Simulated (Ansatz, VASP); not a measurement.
**Cross-check of BN between VASP and Ansatz**

Aim: how closely do two programs agree when they are given the same cell, functional and k mesh? The cell is taken from a series of runs on this material, whose earlier steps may have relaxed, scaled, displaced or heated it; both programs get it as it stands.

Program: Ansatz 0.2.0. Level of theory: plane waves, with VASP 6.6.1 beside it; zone-centre phonons at LDA. Results are calculated unless marked as measured.

## (1) Set-up

It takes space group F-43m (No. 216, cubic). Conventional cell: a = 3.626 Å, b = 3.626 Å, c = 3.626 Å, α = 90.00°, β = 90.00°, γ = 90.00°. Nearest to B lie 4 N at 1.57 Å. N has 4 B at 1.57 Å nearest. Farther neighbours and most contacts between anions are not listed.

## (2) VASP: zone-centre phonons, LDA

Second derivatives magnify differences that forces hide, and they need a tight electronic threshold.

Lines of VASP's logs that name or quote its potential files are left out, and so is its time.

File INCAR:

```
SYSTEM = BN
PREC = Accurate
ENCUT = 600
EDIFF = 1E-08
NELM = 120
ISMEAR = 0
SIGMA = 0.01
LREAL = .FALSE.
ALGO = Normal
GGA = CA
NBANDS = 10
LORBIT = 11
LWAVE = .FALSE.
LCHARG = .FALSE.
ISIF = 2
IBRION = 8
LEPSILON = .TRUE.
LASPH = .TRUE.
GGA_COMPAT = .FALSE.
EFERMI = MIDGAP
```

File POSCAR:

```
BN
1.0
    0.0000000000      1.8130010000      1.8130010000
    1.8130010000      0.0000000000      1.8130010000
    1.8130010000      1.8130010000      0.0000000000
B N
1 1
Direct
    0.0000000000      0.0000000000      0.0000000000
    0.7500000000      0.7500000000      0.7500000000
```

File KPOINTS:

```
Automatic mesh
0
Gamma
6 6 6
0 0 0
```

Potentials, in the order of the species: B and N (LDA family, release 64).

Launch:

```console
$ mpirun -np 1 vasp_std
```

Numbers of over 12 decimals in the logs are rounded to 6 here.

Output:

```text
[banner, memory and clock lines left out]
running    1 mpi-ranks, on    1 nodes
 distrk:  each k-point on    1 cores,    1 groups
 distr:  one band on    1 cores,    1 groups

 POSCAR found type information on POSCAR B N
 POSCAR found :  2 types and       2 ions
 LDA part: xc-table for (Slater(with rela. corr.)+CA(PZ))
 , standard interpolation
 POSCAR, INCAR and KPOINTS ok, starting setup
 FFT: planning ... GRIDC
 FFT: planning ... GRID_SOFT
 FFT: planning ... GRID
 WAVECAR not read
 entering main loop
       N       E                     dE             d eps       ncg     rms          rms(c)
DAV:   1     0.950447243439E+01    0.95045E+01   -0.55624E+03   328   0.892E+02
DAV:   2    -0.200439289653E+02   -0.29548E+02   -0.29098E+02   404   0.164E+02
DAV:   3    -0.205103495659E+02   -0.46642E+00   -0.46446E+00   364   0.174E+01
DAV:   4    -0.205109308459E+02   -0.58128E-03   -0.58127E-03   348   0.785E-01
DAV:   5    -0.205109314045E+02   -0.55857E-06   -0.55852E-06   368   0.242E-02    0.644E+00
DAV:   6    -0.195320901659E+02    0.97884E+00   -0.33877E+00   326   0.112E+01    0.304E+00
DAV:   7    -0.194267827593E+02    0.10531E+00   -0.82337E-02   350   0.254E+00    0.174E+00
DAV:   8    -0.193953245371E+02    0.31458E-01   -0.47421E-02   348   0.156E+00    0.172E-01
DAV:   9    -0.193951720294E+02    0.15251E-03   -0.90135E-04   350   0.277E-01    0.788E-02
DAV:  10    -0.193951561572E+02    0.15872E-04   -0.47789E-05   362   0.692E-02    0.137E-02
DAV:  11    -0.193951566631E+02   -0.50582E-06   -0.16824E-06   348   0.947E-03    0.612E-03
DAV:  12    -0.193951566022E+02    0.60847E-07   -0.49393E-07   350   0.433E-03    0.193E-04
DAV:  13    -0.193951566028E+02   -0.58606E-09   -0.73164E-09   210   0.877E-04
   1 F= -.19395157E+02 E0= -.19395157E+02  d E =0.000000E+00
 Linear response reoptimize wavefunctions to high precision
DAV:   1    -0.193951566028E+02    0.36493E-10   -0.19055E-10   208   0.168E-04
 Linear response G [H, r] |phi>, progress :
  Direction:   1
       N       E                     dE             d eps       ncg     rms
RMM:   1    -0.406311263730E+02   -0.40631E+02   -0.52636E+01   731   0.511E+01
RMM:   2    -0.324295660873E+02    0.82016E+01   -0.12010E+00   514   0.903E+00
RMM:   3    -0.324157951886E+02    0.13771E-01    0.70422E-03   537   0.381E-01
RMM:   4    -0.324167124220E+02   -0.91723E-03    0.15520E-04   558   0.227E-02
RMM:   5    -0.324167292381E+02   -0.16816E-04   -0.37130E-06   549   0.175E-03
RMM:   6    -0.324167288548E+02    0.38331E-06    0.73054E-08   479   0.319E-04
RMM:   7    -0.324167288521E+02    0.27476E-08    0.40035E-07   404   0.218E-04
RMM:   8    -0.324167288581E+02   -0.60547E-08    0.47547E-07   406   0.216E-04
RMM:   9    -0.324167288526E+02    0.54650E-08    0.52239E-07   385   0.216E-04
RMM:  10    -0.324167288637E+02   -0.11076E-07    0.60674E-07   343   0.216E-04
 Linear response G [H, r] |phi>, progress :
  Direction:   2
       N       E                     dE             d eps       ncg     rms
RMM:   1    -0.377187657059E+02   -0.37719E+02   -0.49225E+01   725   0.485E+01
RMM:   2    -0.327522099663E+02    0.49666E+01   -0.71018E-01   516   0.773E+00
RMM:   3    -0.327521199217E+02    0.90045E-04   -0.26387E-03   540   0.324E-01
RMM:   4    -0.327520070823E+02    0.11284E-03   -0.11592E-04   559   0.198E-02
RMM:   5    -0.327519967395E+02    0.10343E-04   -0.62262E-06   545   0.151E-03
RMM:   6    -0.327519961550E+02    0.58455E-06   -0.31443E-07   478   0.260E-04
RMM:   7    -0.327519961084E+02    0.46535E-07    0.31705E-07   402   0.173E-04
RMM:   8    -0.327519961139E+02   -0.54385E-08    0.32257E-07   409   0.171E-04
RMM:   9    -0.327519961085E+02    0.53608E-08    0.39576E-07   384   0.171E-04
RMM:  10    -0.327519961196E+02   -0.11052E-07    0.20628E-07   349   0.171E-04
 Linear response G [H, r] |phi>, progress :
  Direction:   3
       N       E                     dE             d eps       ncg     rms
RMM:   1    -0.267823533220E+02   -0.26782E+02    0.62234E+01   690   0.507E+01
RMM:   2    -0.237563906023E+02    0.30260E+01   -0.11707E+00   514   0.868E+00
RMM:   3    -0.237490705875E+02    0.73200E-02   -0.56641E-03   542   0.400E-01
RMM:   4    -0.237489036636E+02    0.16692E-03   -0.31371E-05   560   0.260E-02
RMM:   5    -0.237489021806E+02    0.14829E-05   -0.58649E-07   537   0.223E-03
RMM:   6    -0.237489021535E+02    0.27166E-07   -0.25757E-08   461   0.346E-04
RMM:   7    -0.237489021523E+02    0.12065E-08   -0.36328E-08   380   0.196E-04
 Linear response to external field (no local field effect), progress :
  Direction:   1
       N       E                     dE             d eps       ncg     rms          rms(c)
RMM:   1    -0.150627592517E+00   -0.15063E+00   -0.48697E-01   714   0.202E+00
RMM:   2    -0.151157316974E+00   -0.52972E-03   -0.38732E-04   516   0.151E-01
RMM:   3    -0.151158263866E+00   -0.94689E-06   -0.52818E-07   522   0.522E-03
RMM:   4    -0.151158265212E+00   -0.13455E-08   -0.15039E-09   475   0.245E-04
 change of polarisation eV/A/(eV/A) component  1 :     0.302     0.134     0.033
 dielectric tensor                  component  1 :     5.590     2.033     0.495
 Linear response to external field (no local field effect), progress :
  Direction:   2
       N       E                     dE             d eps       ncg     rms          rms(c)
[...]
RMM:   3    -0.791715220735E-01   -0.73988E-06   -0.38224E-07   516   0.451E-03
RMM:   4    -0.791715232703E-01   -0.11968E-08   -0.12715E-09   469   0.222E-04
 change of polarisation eV/A/(eV/A) component  3 :     0.033    -0.039     0.158
 dielectric tensor                  component  3 :     0.496    -0.586     3.404
 Linear response to external field, progress :
  Direction:   1
       N       E                     dE             d eps       ncg     rms          rms(c)
RMM:   1    -0.126694847861E+00   -0.12669E+00   -0.39744E-01  2044   0.188E+00
RMM:   2    -0.127154918506E+00   -0.46007E-03   -0.33473E-04  1482   0.142E-01    0.598E-01
RMM:   3    -0.124757681370E+00    0.23972E-02   -0.10008E-03  1438   0.243E-01    0.351E-01
RMM:   4    -0.128872648700E+00   -0.41150E-02   -0.15021E-03  1478   0.298E-01    0.366E-02
RMM:   5    -0.129342914058E+00   -0.47027E-03   -0.15800E-05  1506   0.320E-02    0.438E-03
RMM:   6    -0.129359374447E+00   -0.16460E-04   -0.32158E-08  1532   0.182E-03    0.228E-03
RMM:   7    -0.129369185154E+00   -0.98107E-05   -0.73359E-09  1515   0.897E-04    0.104E-04
RMM:   8    -0.129369404286E+00   -0.21913E-06   -0.27647E-10   961   0.422E-05    0.293E-05
RMM:   9    -0.129369400479E+00    0.38076E-08    0.56829E-11   768   0.429E-05    0.205E-06
 change of polarisation eV/A/(eV/A) component  1 :     0.244     0.061     0.031
 dielectric tensor                  component  1 :     4.702     0.927     0.475
 Linear response to external field, progress :
  Direction:   2
       N       E                     dE             d eps       ncg     rms          rms(c)
RMM:   1    -0.126694593296E+00   -0.12669E+00   -0.39744E-01  2047   0.188E+00
RMM:   2    -0.127154938545E+00   -0.46035E-03   -0.33156E-04  1480   0.142E-01    0.598E-01
RMM:   3    -0.124757773061E+00    0.23972E-02   -0.10020E-03  1435   0.243E-01    0.351E-01
RMM:   4    -0.128872671114E+00   -0.41149E-02   -0.15024E-03  1475   0.298E-01    0.366E-02
RMM:   5    -0.129342937856E+00   -0.47027E-03   -0.15811E-05  1505   0.320E-02    0.438E-03
RMM:   6    -0.129359402252E+00   -0.16464E-04   -0.34479E-08  1533   0.183E-03    0.228E-03
RMM:   7    -0.129369213613E+00   -0.98114E-05   -0.73360E-09  1516   0.898E-04    0.104E-04
RMM:   8    -0.129369431689E+00   -0.21808E-06   -0.47269E-10   963   0.419E-05    0.295E-05
RMM:   9    -0.129369428930E+00    0.27590E-08   -0.19407E-10   772   0.426E-05    0.208E-06
 change of polarisation eV/A/(eV/A) component  2 :     0.061     0.244     0.025
 dielectric tensor                  component  2 :     0.927     4.702     0.382
 Linear response to external field, progress :
  Direction:   3
       N       E                     dE             d eps       ncg     rms          rms(c)
RMM:   1    -0.126694821373E+00   -0.12669E+00   -0.39744E-01  2044   0.188E+00
RMM:   2    -0.127154960908E+00   -0.46014E-03   -0.32504E-04  1482   0.142E-01    0.598E-01
RMM:   3    -0.124757683255E+00    0.23973E-02   -0.99928E-04  1438   0.243E-01    0.351E-01
RMM:   4    -0.128872680095E+00   -0.41150E-02   -0.15000E-03  1478   0.298E-01    0.366E-02
RMM:   5    -0.129342938045E+00   -0.47026E-03   -0.15793E-05  1506   0.320E-02    0.438E-03
RMM:   6    -0.129359408334E+00   -0.16470E-04   -0.31883E-08  1534   0.182E-03    0.228E-03
RMM:   7    -0.129369215010E+00   -0.98067E-05   -0.72244E-09  1518   0.897E-04    0.104E-04
RMM:   8    -0.129369437073E+00   -0.22206E-06   -0.29695E-10   954   0.420E-05    0.292E-05
RMM:   9    -0.129369432532E+00    0.45410E-08    0.50624E-11   781   0.429E-05    0.204E-06
 change of polarisation eV/A/(eV/A) component  3 :     0.045     0.047     0.244
 dielectric tensor                  component  3 :     0.683     0.719     4.702
 Linear response DOF=           2
 Linear response progress:
  Degree of freedom:   1/  2
       N       E                     dE             d eps       ncg     rms          rms(c)
RMM:   1    -0.423646410997E-01   -0.42365E-01   -0.36734E-02  2265   0.134E+00
RMM:   2    -0.353403213719E-01    0.70243E-02    0.38562E-03  1411   0.234E-01    0.140E-01
RMM:   3    -0.356725855485E-01   -0.33226E-03    0.79905E-04  1445   0.727E-02    0.788E-02
RMM:   4    -0.359590729303E-01   -0.28649E-03    0.51522E-04  1457   0.829E-02    0.738E-03
RMM:   5    -0.360010805061E-01   -0.42008E-04    0.10716E-04  1499   0.702E-03    0.105E-03
RMM:   6    -0.360087200782E-01   -0.76396E-05    0.67402E-06  1501   0.527E-04    0.383E-04
RMM:   7    -0.360073301626E-01    0.13899E-05   -0.18956E-06  1513   0.375E-04    0.439E-05
RMM:   8    -0.360072504235E-01    0.79739E-07   -0.36884E-07  1523   0.293E-05    0.988E-06
RMM:   9    -0.360072031788E-01    0.47245E-07   -0.39577E-07  1531   0.127E-05    0.879E-07
RMM:  10    -0.360071951658E-01    0.80131E-08   -0.35050E-07  1024   0.599E-06    0.335E-07
RMM:  11    -0.360071948205E-01    0.34527E-09   -0.46637E-07   867   0.600E-06    0.151E-08
 first order change of Fermi-energy  -0.12427E+01
 force on displaced ion       1 direction 1 : -23.428   0.000   0.000
 Born effective charge ion    1 direction 1 :   1.880   0.000   0.000
 Linear response progress:
  Degree of freedom:   2/  2
       N       E                     dE             d eps       ncg     rms          rms(c)
RMM:   1    -0.228562075034E+00   -0.22856E+00    0.11210E-01  1861   0.331E+00
RMM:   2    -0.223492470287E+00    0.50696E-02   -0.23168E-03  1407   0.433E-01    0.222E-01
RMM:   3    -0.224443965834E+00   -0.95150E-03   -0.48302E-04  1353   0.153E-01    0.121E-01
RMM:   4    -0.226400136940E+00   -0.19562E-02   -0.43074E-04  1315   0.149E-01    0.226E-02
RMM:   5    -0.226441711535E+00   -0.41575E-04   -0.15781E-05  1515   0.223E-02    0.879E-04
RMM:   6    -0.226446896105E+00   -0.51846E-05   -0.69257E-07  1495   0.107E-03    0.417E-04
RMM:   7    -0.226444867713E+00    0.20284E-05   -0.47598E-07  1531   0.363E-04    0.462E-05
RMM:   8    -0.226444592341E+00    0.27537E-06    0.32114E-07  1520   0.313E-05    0.184E-05
RMM:   9    -0.226444535082E+00    0.57258E-07    0.36963E-07  1568   0.271E-05    0.101E-06
RMM:  10    -0.226444537948E+00   -0.28656E-08    0.32936E-07  1198   0.141E-05    0.515E-07
RMM:  11    -0.226444538655E+00   -0.70713E-09    0.28238E-07  1088   0.142E-05    0.187E-08
 first order change of Fermi-energy   0.12432E+01
 force on displaced ion       2 direction 1 : -23.427   0.000   0.000
 Born effective charge ion    2 direction 1 :  -1.931   0.000   0.000
 Born effective charges drift removed
 Linear response finished
```

From OUTCAR (step 2):

```text
ion  position               nearest neighbor table
   1  0.000  0.000  0.000-   2 1.57   2 1.57   2 1.57   2 1.57
   2  0.750  0.750  0.750-   1 1.57   1 1.57   1 1.57   1 1.57

  LATTYP: Found a face centered cubic cell.
 ALAT       =     3.6260020000

 Subroutine GETGRP returns: Found 24 space group operations
 (whereof 24 operations were pure point group operations)

The static configuration has the point symmetry T_d .

 Found     16 irreducible k-points:

   k-points           NKPTS =     16   k-points in BZ     NKDIM =     16   number of bands    NBANDS=     10

   dimension x,y,z NGX =    20 NGY =   20 NGZ =   20
   dimension x,y,z NGXF=    40 NGYF=   40 NGZF=   40

   ENCUT  =  600.0 eV  44.10 Ry    6.64 a.u.   5.12  5.12  5.12*2*pi/ulx,y,z

   NELECT =       8.0000    total number of electrons

 k-points in reciprocal lattice and weights: Automatic mesh
   0.00000000  0.00000000  0.00000000       0.005
   0.16666667  0.00000000  0.00000000       0.037
   0.33333333  0.00000000  0.00000000       0.037
   0.50000000  0.00000000  0.00000000       0.019
   0.16666667  0.16666667  0.00000000       0.028
   0.33333333  0.16666667  0.00000000       0.111
   0.50000000  0.16666667  0.00000000       0.111
  -0.33333333  0.16666667  0.00000000       0.111
  -0.16666667  0.16666667  0.00000000       0.056
[...]
-0.33333333  0.33333333  0.16666667       0.111
  -0.33333333  0.50000000  0.16666667       0.056

 average (electrostatic) potential at core
       1 -29.6981       2 -60.2079

  Total       -1.0091100     -1.0091100     -1.0091100     -0.0000000      0.0000000      0.0000000
  in kB     -135.6516099   -135.6516099   -135.6516099     -0.0000000      0.0000000      0.0000000
  external PRESSURE =    -135.6516099 kB  Pullay stress =       0.0000000 kB

  energy-cutoff  :      600.00
  volume of cell :       11.92
      direct lattice vectors                 reciprocal lattice vectors
     0.000000000  1.813001000  1.813001000    -0.275785838  0.275785838  0.275785838
     1.813001000  0.000000000  1.813001000     0.275785838 -0.275785838  0.275785838
     1.813001000  1.813001000  0.000000000     0.275785838  0.275785838 -0.275785838

 POSITION                                       TOTAL-FORCE (eV/Angst)
 -----------------------------------------------------------------------------------
      0.00000      0.00000      0.00000         0.000000      0.000000      0.000000
      2.71950      2.71950      2.71950        -0.000000     -0.000000     -0.000000
 -----------------------------------------------------------------------------------
    total drift:                                0.000000      0.000000      0.000000

 MACROSCOPIC STATIC DIELECTRIC TENSOR (including local field effects in DFT)
 ------------------------------------------------------
           4.701817     0.000000     0.000000
           0.000000     4.701817    -0.000000
           0.000000    -0.000000     4.701817
 ------------------------------------------------------

 PIEZOELECTRIC TENSOR (including local field effects)  for field in x, y, z        (C/m^2)
          XX          YY          ZZ          XY          YZ          ZX
  --------------------------------------------------------------------------------
  x     0.00000     0.00000     0.00000     0.00000     1.03566     0.00000
  y     0.00000    -0.00000    -0.00000     0.00000     0.00000     1.03566
  z     0.00000     0.00000    -0.00000     1.03566     0.00000     0.00000

 BORN EFFECTIVE CHARGES (including local field effects) (in |e|, cummulative output)
 ---------------------------------------------------------------------------------
 ion    1
    1     1.90539    -0.00000     0.00000
    2    -0.00000     1.90539     0.00000
    3    -0.00000    -0.00000     1.90539
 ion    2
    1    -1.90539     0.00000    -0.00000
    2     0.00000    -1.90539    -0.00000
    3     0.00000     0.00000    -1.90539

 Eigenvectors and eigenvalues of the dynamical matrix
 ----------------------------------------------------

   1 f  =   30.636255 THz   192.493267 2PiTHz 1021.915467 cm-1   126.701313 meV
             X         Y         Z           dx          dy          dz
      0.000000  0.000000  0.000000     0.751193    0.000000   -0.000000
      2.719502  2.719502  2.719502    -0.660082    0.000000   -0.000000

   2 f  =   30.636255 THz   192.493267 2PiTHz 1021.915467 cm-1   126.701313 meV
             X         Y         Z           dx          dy          dz
      0.000000  0.000000  0.000000     0.000000    0.000000    0.751193
      2.719502  2.719502  2.719502     0.000000   -0.000000   -0.660082

   3 f  =   30.636255 THz   192.493267 2PiTHz 1021.915467 cm-1   126.701313 meV
             X         Y         Z           dx          dy          dz
      0.000000  0.000000  0.000000    -0.000000   -0.751193    0.000000
      2.719502  2.719502  2.719502     0.000000    0.660082   -0.000000

   4 f/i=    0.000238 THz     0.001492 2PiTHz    0.007922 cm-1     0.000982 meV
             X         Y         Z           dx          dy          dz
      0.000000  0.000000  0.000000    -0.024610   -0.616258   -0.235221
      2.719502  2.719502  2.719502    -0.028007   -0.701320   -0.267689

   5 f/i=    0.000238 THz     0.001492 2PiTHz    0.007922 cm-1     0.000982 meV
             X         Y         Z           dx          dy          dz
      0.000000  0.000000  0.000000     0.657833   -0.005597   -0.054164
      2.719502  2.719502  2.719502     0.748633   -0.006369   -0.061640

   6 f/i=    0.000238 THz     0.001492 2PiTHz    0.007922 cm-1     0.000982 meV
             X         Y         Z           dx          dy          dz
      0.000000  0.000000  0.000000     0.048573   -0.236439    0.614366
      2.719502  2.719502  2.719502     0.055278   -0.269075    0.699167

 MACROSCOPIC STATIC DIELECTRIC TENSOR IONIC CONTRIBUTION
 ------------------------------------------------------
           2.352747     0.000000    -0.000000
           0.000000     2.352747     0.000000
          -0.000000     0.000000     2.352747
 ------------------------------------------------------

 ELASTIC MODULI CONTR FROM IONIC RELAXATION (kBar)
 Direction    XX          YY          ZZ          XY          YZ          ZX
 --------------------------------------------------------------------------------
 XX          -0.0000      0.0000     -0.0000     -0.0000      0.0000     -0.0000
 YY           0.0000     -0.0000      0.0000      0.0000     -0.0000     -0.0000
 ZZ          -0.0000      0.0000     -0.0000      0.0000      0.0000      0.0000
 XY          -0.0000      0.0000      0.0000     -3.6289      0.0000      0.0000
 YZ           0.0000     -0.0000      0.0000      0.0000     -3.6289     -0.0000
 ZX          -0.0000     -0.0000      0.0000      0.0000     -0.0000     -3.6289
 --------------------------------------------------------------------------------

 PIEZOELECTRIC TENSOR IONIC CONTR  for field in x, y, z        (C/m^2)
          XX          YY          ZZ          XY          YZ          ZX
  --------------------------------------------------------------------------------
  x     0.00000    -0.00000     0.00000     0.00000    -0.08695    -0.00000
  y    -0.00000    -0.00000     0.00000    -0.00000     0.00000    -0.08695
  z    -0.00000     0.00000     0.00000    -0.08695     0.00000    -0.00000
```

[end of part 1 of 2]

[Lines on the potential files, build, host, timing and source positions are cut from VASP's logs without a mark.]

[Logs are printed without paths, hosts, clocks, repeated set-up lines and the standing remarks that a program may print on its own settings, such as how far it seeks lower states.]

[Hosts, paths, dates, database ids (printed as entryN), source tags and the programs' standing remarks are cut or masked in the printed files.]
